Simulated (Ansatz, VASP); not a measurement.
## SiP7 in VASP and in Ansatz

```
Si P
1.0
     3.46309    1.99942    3.12710
    -3.46309    1.99942    3.12710
     0.00000   -3.99884    3.12710
Si P
1 7
Direct
  0.01885 0.01885 0.01885
  0.50624 0.00758 0.50624
  0.54949 0.54949 0.54949
  0.00758 0.50624 0.50624
  0.50624 0.50624 0.00758
  0.05503 0.54855 0.05503
  0.54855 0.05503 0.05503
  0.05503 0.05503 0.54855
```

Alike in both runs: functional PBE; k mesh 3 × 3 × 3; occupations gaussian, width 0.2 eV; no spin polarisation.

Ansatz relaxed the structure, and its values are those at the end. VASP's run is a single point on that final structure, the one shown.

|  | VASP | Ansatz |
| --- | --- | --- |
| version | VASP 6.6.1 | Ansatz 0.2.0 |
| potentials or method | VASP PAW PBE potentials, release 64 (Si, P) | scalar-relativistic, plane waves, PAW |
| plane-wave cutoff (eV) | 520 | 420 |
| valence electrons in the cell | 39 | 39 |

VASP gave:

- gap on the k mesh at the Fermi level (eV): none
- pressure (GPa): -0.1
- rms of the force components (eV/Å): 0.030

Q: What did Ansatz give for the same quantities?

A: gap on the k mesh at the Fermi level (eV): none; pressure (GPa): 0.2; rms of the force components (eV/Å): 0.015.

A gap of «none» marks a metal or a gap that the smearing closes.

Caveats: the k mesh is coarse (spacing up to 0.41 Å⁻¹), so the values aren't converged.
